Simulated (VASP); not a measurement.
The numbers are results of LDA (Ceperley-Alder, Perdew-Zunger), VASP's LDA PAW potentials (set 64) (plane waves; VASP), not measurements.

A VASP calculation is set up with these files.

**KPOINTS**
```
k-points along high-symmetry lines
15
Line-mode
Reciprocal
  0.000000   0.000000   0.000000 ! GAMMA
  0.500000   0.000000   0.500000 ! X

  0.500000   0.000000   0.500000 ! X
  0.625000   0.250000   0.625000 ! U

  0.375000   0.375000   0.750000 ! K
  0.000000   0.000000   0.000000 ! GAMMA

  0.000000   0.000000   0.000000 ! GAMMA
  0.500000   0.500000   0.500000 ! L

  0.500000   0.500000   0.500000 ! L
  0.500000   0.250000   0.750000 ! W

  0.500000   0.250000   0.750000 ! W
  0.500000   0.000000   0.500000 ! X
```

POSCAR:
```
PbTe
1
    0.0000000000     3.1913417423     3.1913417423
    3.1913417423     0.0000000000     3.1913417423
    3.1913417423     3.1913417423     0.0000000000
Te Pb
1 1
Direct
  0.5000000000   0.5000000000   0.5000000000
  0.0000000000   0.0000000000   0.0000000000
```

INCAR:
```
ALGO  =  Normal
EDIFF  =  1E-7
ENCUT  =  520
ICHARG  =  11
ISMEAR  =  0
LASPH  =  .TRUE.
LCHARG  =  .FALSE.
LMAXMIX  =  4
LORBIT  =  11
LREAL  =  .FALSE.
LWAVE  =  .FALSE.
NELM  =  100
PREC  =  Accurate
SIGMA  =  0.05
SYSTEM  =  PbTe
```

POTCAR, in this order: Te Pb_d (LDA.64 set). Program: vasp_std. Read from the step before: CHGCAR.

Output

**OUTCAR**
```
 ion  position               nearest neighbor table
   1  0.500  0.500  0.500-   2 3.19   2 3.19   2 3.19   2 3.19   2 3.19   2 3.19
   2  0.000  0.000  0.000-   1 3.19   1 3.19   1 3.19   1 3.19   1 3.19   1 3.19
  LATTYP: Found a face centered cubic cell.
 ALAT       =     6.3826834846
 Subroutine PRICEL returns:
 Original cell was already a primitive cell.
 Subroutine GETGRP returns: Found 48 space group operations
The static configuration has the point symmetry O_h .
The dynamic configuration has the point symmetry O_h .
 Subroutine INISYM returns: Found 48 space group operations
   k-points           NKPTS =     90   k-points in BZ     NKDIM =     90   number of bands    NBANDS=     14
   number of dos      NEDOS =    301   number of ions     NIONS =      2
   total plane-waves  NPLWV =  46656
   dimension x,y,z NGX =    36 NGY =   36 NGZ =   36
   dimension x,y,z NGXF=    72 NGYF=   72 NGZF=   72
   ions per type =               1   1
   PREC   = accura    normal or accurate (medium, high low for compatibility)
   ISTART =      0    job   : 0-new  1-cont  2-samecut
   ICHARG =     11    charge: 1-file 2-atom 10-const
   ISPIN  =      1    spin polarized calculation?
   LNONCOLLINEAR =      F non collinear calculations
   LSORBIT =      F    spin-orbit coupling
   INIWAV =      1    electr: 0-lowe 1-rand  2-diag
   ENCUT  =  520.0 eV  38.22 Ry    6.18 a.u.   8.39  8.39  8.39*2*pi/ulx,y,z
...
```

OSZICAR:
```
       N       E                     dE             d eps       ncg     rms          rms(c)
DAV:   1     0.150783622861E+03    0.15078E+03   -0.94110E+03  2520   0.139E+03
DAV:   2     0.174095624189E+01   -0.14904E+03   -0.14637E+03  2658   0.339E+02
DAV:   3    -0.884969379841E+01   -0.10591E+02   -0.10273E+02  3342   0.966E+01
DAV:   4    -0.912813117696E+01   -0.27844E+00   -0.27835E+00  3210   0.188E+01
DAV:   5    -0.913685053751E+01   -0.87194E-02   -0.87192E-02  3556   0.285E+00
DAV:   6    -0.913717832405E+01   -0.32779E-03   -0.32779E-03  3488   0.481E-01
DAV:   7    -0.913718081580E+01   -0.24917E-05   -0.24917E-05  3568   0.447E-02
DAV:   8    -0.913718085800E+01   -0.42201E-07   -0.42225E-07  2966   0.580E-03
   1 F= -.91371809E+01 E0= -.91371809E+01  d E =-.482510E-16
```

### OUTCAR
```
 val. band max:        5.9149724611   @ k =   0.5000   0.5000   0.5000

 cond. band min:       6.4713801803   @ k =   0.5000   0.5000   0.5000



 k-point     1 :       0.0000    0.0000    0.0000
  band No.  band energies     occupation
      1     -10.8310      2.00000
      2     -10.8310      2.00000
      3     -10.8141      2.00000
      4     -10.8141      2.00000
      5     -10.8141      2.00000
      6      -6.4626      2.00000
      7       0.3282      2.00000
      8       4.4185      2.00000
      9       4.4185      2.00000
     10       4.4185      2.00000
     11       9.9356      0.00000
     12       9.9356      0.00000
     13       9.9356      0.00000
     14      11.6029      0.00000

 k-point     2 :       0.0357    0.0000    0.0357
  band No.  band energies     occupation
      1     -10.8316      2.00000
      2     -10.8308      2.00000
      3     -10.8143      2.00000
      4     -10.8137      2.00000
      5     -10.8137      2.00000
      6      -6.4472      2.00000
      7       0.2707      2.00000
      8       4.3938      2.00000
      9       4.3938      2.00000
     10       4.5119      2.00000
     11       9.6761      0.00000
     12       9.9325      0.00000
     13       9.9325      0.00000
     14      11.4787      0.00000

 k-point     3 :       0.0714    0.0000    0.0714
  band No.  band energies     occupation
      1     -10.8334      2.00000
      2     -10.8303      2.00000
      3     -10.8147      2.00000
      4     -10.8126      2.00000
      5     -10.8126      2.00000
      6      -6.4009      2.00000
      7       0.1148      2.00000
      8       4.3221      2.00000
      9       4.3221      2.00000
     10       4.7691      2.00000
     11       9.0675      0.00000
     12       9.9323      0.00000
     13       9.9323      0.00000
     14      11.2033      0.00000

 k-point     4 :       0.1071    0.0000    0.1071
  band No.  band energies     occupation
      1     -10.8366      2.00000
...
```

The density is held fixed in this step, so its total energy and stress have no physical meaning. Unless said otherwise, spin-orbit coupling is left out, though it shifts the bands of the heavy elements here.

The compound is PbTe in the rock salt structure. It was relaxed first.
